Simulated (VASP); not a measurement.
Energy against volume of NaCl (rock salt). Level of theory: vdW-DF2, VASP's PBE PAW potentials (set 64) (plane waves; VASP). Settings: 520 eV cut-off, 8×8×8 Γ-centred mesh, Gaussian smearing of 0.050 eV, potentials Na_pv Cl.

```csv
V (Å³/atom),E (eV/atom)
22.026,-1.71470
22.708,-1.71741
23.389,-1.71659
24.070,-1.71282
```

Problem. Fit these four points and predict the energy of the run at 21.345 Å³/atom.

Solution. A cubic in V^(−2/3), the third-order Birch-Murnaghan form, passes through the four points with V0 = 22.87 Å³/atom and B0 = 27 GPa, and gives -1.7078 eV/atom there. The run gave -1.7079 eV/atom, -0.1 meV/atom from the fit; all five points give B0 = 26 GPa.

The compound is NaCl in the rock salt structure. It was relaxed first.
